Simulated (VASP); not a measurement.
Cost and result of VASP (PAW) for the lattice constant a of CsCl (CsCl type). Static lattice. The cost counts the five points of the equation of state, each on the mesh and cut-off of its row, so the ratios hold those differences too. With PBE it took about 50 core-seconds. Costs are core time on shared hosts, one run each; read them as rough ratios.

```tsv
level	k-mesh	cut-off (eV)	lattice constant a (Å)	cost over PBE
LDA	7×7×7	520	3.978	within a factor of 2
PBEsol	7×7×7	520	___	within a factor of 2
PBE	6×6×6	520	4.211	reference
r2SCAN	7×7×7	520	___	___
```

### Question
Some entries are withheld; supply them.

### Answer

- PBEsol, lattice constant a (Å): 4.075
- r2SCAN, lattice constant a (Å): 4.145
- r2SCAN, cost over PBE: about 6 times

Left out are levels that failed, ran on another kind of processor or have no fit band path; at most nine are shown.

The compound is CsCl in the CsCl type structure.
